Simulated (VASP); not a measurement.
Method: LDA (Ceperley-Alder, Perdew-Zunger), VASP's LDA PAW potentials (set 64) (plane waves; VASP).

VASP ran on this input.

INCAR:
```
# general
SYSTEM   =  CdSe
PREC     =  Accurate
ENCUT    =  500
LREAL    =  .False.
LASPH    =  .True.

# electronic loop
EDIFF    =  1E-6
NELM     =  100
ALGO     =  Normal
LMAXMIX  =  4

# smearing
ISMEAR   =  0
SIGMA    =  0.05

# ions
IBRION   =  2
NSW      =  40
ISIF     =  3
EDIFFG   =  -0.02
PSTRESS  =  100

# output
LWAVE    =  .False.
LCHARG   =  .False.
```

### POSCAR
```
CdSe
1
    2.0415718541    -3.5361059199     0.0000000000
    2.0415718541     3.5361059199     0.0000000000
   -0.0000000000     0.0000000000     6.6653831683
Cd Se
2 2
Direct
  0.6666670000   0.3333330000   0.5002804674
  0.3333330000   0.6666670000   0.0002804674
  0.6666670000   0.3333330000   0.8757195326
  0.3333330000   0.6666670000   0.3757195326
```

### KPOINTS
```
Regular mesh
0
G
6 6 4
```

POTCAR, in this order: Cd Se (LDA.64 set). Program: vasp_std.

What VASP printed:

### OSZICAR
```
       N       E                     dE             d eps       ncg     rms          rms(c)
DAV:   1     0.251079102384E+03    0.25108E+03   -0.17409E+04   924   0.147E+03
DAV:   2    -0.694861436396E+00   -0.25177E+03   -0.24680E+03  1014   0.362E+02
DAV:   3    -0.138053151600E+02   -0.13110E+02   -0.13074E+02  1116   0.838E+01
DAV:   4    -0.139153690846E+02   -0.11005E+00   -0.11002E+00   984   0.738E+00
DAV:   5    -0.139162442019E+02   -0.87512E-03   -0.87505E-03  1140   0.604E-01    0.132E+01
DAV:   6    -0.132150719438E+02    0.70117E+00   -0.15753E+00  1206   0.150E+01    0.950E+00
DAV:   7    -0.131694199264E+02    0.45652E-01   -0.81214E-01  1020   0.545E+00    0.216E+00
DAV:   8    -0.131521997558E+02    0.17220E-01   -0.13694E-01   996   0.431E+00    0.506E-01
DAV:   9    -0.131518386516E+02    0.36110E-03   -0.13670E-02  1062   0.147E+00    0.169E-01
DAV:  10    -0.131517537569E+02    0.84895E-04   -0.80168E-04  1078   0.372E-01    0.484E-02
DAV:  11    -0.131517590043E+02   -0.52474E-05   -0.71145E-05  1026   0.633E-02    0.122E-02
DAV:  12    -0.131517600796E+02   -0.10753E-05   -0.48008E-06  1080   0.223E-02    0.109E-02
DAV:  13    -0.131517597274E+02    0.35220E-06   -0.28921E-06   836   0.205E-02
   1 F= -.71450801E+01 E0= -.71450801E+01  d E =-.714508E+01
```

**OUTCAR**
```
------------------------ aborting loop because EDIFF is reached ----------------------------------------
  FORCE on cell =-STRESS in cart. coord.  units (eV):
  Direction    XX          YY          ZZ          XY          YZ          ZX
  --------------------------------------------------------------------------------------
  Total        5.9496061      5.9496052      6.0296061      0.0000000      0.0000000      0.0000000
  in kB       99.0498325     99.0498180    100.3816828      0.0000000      0.0000000      0.0000000
  external PRESSURE =      -0.5062223 kB  Pullay stress =     100.0000000 kB
  volume of cell :       96.24
      direct lattice vectors                 reciprocal lattice vectors
     2.041571854 -3.536105920  0.000000000     0.244909332 -0.141398479  0.000000000
     2.041571854  3.536105920  0.000000000     0.244909332  0.141398479  0.000000000
     0.000000000  0.000000000  6.665383168     0.000000000  0.000000000  0.150028884
  FREE ENERGIE OF THE ION-ELECTRON SYSTEM (eV)
  ---------------------------------------------------
  free  energy   TOTEN  =       -13.1517597274 eV

  energy  without entropy=      -13.1517597274  energy(sigma->0) =      -13.15175973
  enthalpy is  TOTEN    =        -7.1450801033 eV   P V=        6.0066796241

 reached required accuracy - stopping structural energy minimisation
```
(Selected blocks of OUTCAR.)

The compound is CdSe in the wurtzite structure. It was relaxed first under an external pressure of 10 GPa.
